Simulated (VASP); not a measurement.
Here is the system:

```
RuSi
1.0
    3.34100     0.00000     0.00000
    0.00000     3.34100     0.00000
    0.00000     0.00000     3.34100
Ru Si
1 1
Direct
  0.00000   0.00000   0.00000
  0.50000   0.50000   0.50000
```

Computed with PBEsol GGA, VASP's PBE PAW potentials (set 64) (plane waves; VASP). Settings: 400 eV cut-off, 10×10×10 Γ-centred mesh, first-order Methfessel-Paxton smearing of 0.10 eV, potentials Ru_pv Si.

Energy and stress use the plane-wave basis of the starting cell.

Question: The ions, cell shape and volume are relaxed. Give the cell that the relaxation ends in.

Answer: 
```
RuSi
1.0
    2.91056     0.00000     0.00000
    0.00000     2.91056     0.00000
    0.00000     0.00000     2.91056
Ru Si
1 1
Direct
  0.00000   0.00000   0.00000
  0.50000   0.50000   0.50000
```
Space group Pm-3m (221), at a tolerance of 0.03 Å.

Question: How do energy and volume change from the first to the last step?

Answer: The energy (σ→0) changes by -1264.3 meV/atom and the volume by -33.9 %, in 15 ionic steps.

The structure was generated: RuSi was put into the CsCl type type (Pm-3m), which need not be its known phase. This run relaxes it. Symmetry was kept, so distortions that lower it aren't found.
